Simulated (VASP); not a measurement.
OSZICAR of a VASP run on NaCl (rock salt):

### OSZICAR
```
       N       E                     dE             d eps       ncg     rms          rms(c)
DAV:   1     0.925872540566E+02    0.92587E+02   -0.71870E+03   352   0.123E+03
DAV:   2     0.293805891152E+00   -0.92293E+02   -0.84706E+02   430   0.270E+02
DAV:   3    -0.684894446010E+01   -0.71428E+01   -0.71067E+01   424   0.756E+01
DAV:   4    -0.698263904281E+01   -0.13369E+00   -0.13355E+00   394   0.121E+01
DAV:   5    -0.698621941889E+01   -0.35804E-02   -0.35801E-02   453   0.187E+00    0.214E+00
DAV:   6    -0.678097000012E+01    0.20525E+00   -0.42181E-01   397   0.418E+00    0.160E+00
DAV:   7    -0.676885056129E+01    0.12119E-01   -0.93727E-02   449   0.201E+00    0.108E+00
DAV:   8    -0.677497779217E+01   -0.61272E-02   -0.10745E-02   364   0.107E+00    0.254E-01
DAV:   9    -0.677492716140E+01    0.50631E-04   -0.20384E-04   424   0.139E-01    0.146E-01
DAV:  10    -0.677510577901E+01   -0.17862E-03   -0.39530E-04   361   0.163E-01    0.581E-02
DAV:  11    -0.677509610260E+01    0.96764E-05   -0.21090E-05   424   0.413E-02    0.136E-02
DAV:  12    -0.677509636217E+01   -0.25957E-06   -0.23128E-06   367   0.142E-02
   1 F= -.67750964E+01 E0= -.67750964E+01  d E =-.240276E-16
```

Which electronic solver shows in the log?

It is blocked Davidson (ALGO = Normal, or the opening steps of other solvers). The INCAR had ALGO = Normal.

Can the final energy be trusted as converged?

Self-consistency was reached. It stopped with EDIFF = 1E-6, NELM = 100 (PBE GGA, plane waves, VASP's PBE PAW potentials (set 64)).

The compound is NaCl in the rock salt structure. The cell was not relaxed at this level.
